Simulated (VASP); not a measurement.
Output of a VASP run:

**OSZICAR**
```
       N       E                     dE             d eps       ncg     rms          rms(c)
DAV:   1     0.137760000758E+03    0.13776E+03   -0.89910E+03  1568   0.158E+03
DAV:   2    -0.982495023224E+01   -0.14758E+03   -0.14502E+03  1598   0.383E+02
DAV:   3    -0.177325806333E+02   -0.79076E+01   -0.78601E+01  2402   0.998E+01
DAV:   4    -0.179804347065E+02   -0.24785E+00   -0.24733E+00  1956   0.148E+01
DAV:   5    -0.179886057176E+02   -0.81710E-02   -0.81709E-02  2288   0.244E+00    0.129E+01
DAV:   6    -0.159642851249E+02    0.20243E+01   -0.13098E+01  1994   0.547E+01    0.592E+00
DAV:   7    -0.189166171027E+02   -0.29523E+01   -0.29984E+01  2616   0.503E+01    0.251E+01
DAV:   8    -0.156035229885E+02    0.33131E+01   -0.19498E+01  2388   0.413E+01    0.168E+00
DAV:   9    -0.156415947038E+02   -0.38072E-01   -0.29499E-01  2020   0.508E+00    0.187E+00
DAV:  10    -0.156270455956E+02    0.14549E-01   -0.81406E-02  2322   0.358E+00    0.543E-01
DAV:  11    -0.156248976684E+02    0.21479E-02   -0.59351E-03  2036   0.867E-01    0.344E-01
DAV:  12    -0.156239271375E+02    0.97053E-03   -0.33101E-03  2200   0.495E-01    0.844E-02
DAV:  13    -0.156238575621E+02    0.69575E-04   -0.23731E-04  1948   0.145E-01    0.423E-02
DAV:  14    -0.156238467033E+02    0.10859E-04   -0.58860E-05  2412   0.678E-02    0.807E-03
DAV:  15    -0.156238457885E+02    0.91476E-06   -0.89804E-06  1946   0.334E-02
   1 F= -.15623846E+02 E0= -.15623905E+02  d E =0.177044E-03
```

### OUTCAR
```
------------------------ aborting loop because EDIFF is reached ----------------------------------------
  FORCE on cell =-STRESS in cart. coord.  units (eV):
  Direction    XX          YY          ZZ          XY          YZ          ZX
  --------------------------------------------------------------------------------------
  Total       -0.6994781     -0.6994781     -0.6994781     -0.0000000     -0.0000000      0.0000000
  in kB      -41.9248152    -41.9248152    -41.9248152     -0.0000000     -0.0000000      0.0000000
  external PRESSURE =     -41.9248152 kB  Pullay stress =       0.0000000 kB
  volume of cell :       26.73
      direct lattice vectors                 reciprocal lattice vectors
     2.990000000  0.000000000  0.000000000     0.334448161  0.000000000  0.000000000
     0.000000000  2.990000000  0.000000000     0.000000000  0.334448161  0.000000000
     0.000000000  0.000000000  2.990000000     0.000000000  0.000000000  0.334448161
 POSITION                                       TOTAL-FORCE (eV/Angst)
 -----------------------------------------------------------------------------------
      0.00000      0.00000      0.00000         0.000000      0.000000      0.000000
      1.49500      1.49500      1.49500         0.000000      0.000000      0.000000
 -----------------------------------------------------------------------------------
    total drift:                               -0.000000      0.000000      0.000000
  FREE ENERGIE OF THE ION-ELECTRON SYSTEM (eV)
  ---------------------------------------------------
  free  energy   TOTEN  =       -15.6238457885 eV

  energy  without entropy=      -15.6240228328  energy(sigma->0) =      -15.62390480
```
(Selected blocks of OUTCAR.)

### POSCAR
```
TiCo
1
    2.9900000000     0.0000000000     0.0000000000
    0.0000000000     2.9900000000     0.0000000000
    0.0000000000     0.0000000000     2.9900000000
Ti Co
1 1
Direct
  0.0000000000   0.0000000000   0.0000000000
  0.5000000000   0.5000000000   0.5000000000
```

Problem. Reconstruct the remaining input files.

Solution. This is not unique; one that fits is the input of the run itself, PBE GGA, plane waves, VASP's PBE PAW potentials (set 64).

**KPOINTS**
```
K-points
0
G
  11 11 11
```

### INCAR
```
ALGO = Normal
EDIFF = 1E-6
ENCUT = 400
GGA = PE
ISIF = 2
ISMEAR = 1
LASPH = .TRUE.
LCHARG = .FALSE.
LMAXMIX = 4
LREAL = .FALSE.
LWAVE = .FALSE.
NELM = 100
PREC = Accurate
SIGMA = 0.1
SYSTEM = TiCo
```

POTCAR, in this order: Ti_sv Co (PBE.64 set). Program: vasp_std.

The compound is TiCo in the CsCl type structure. The cell was not relaxed at this level. The run is not spin-polarised, so no magnetic state was tried. The electron count is odd and the run is not spin-polarised, which forces a metal.
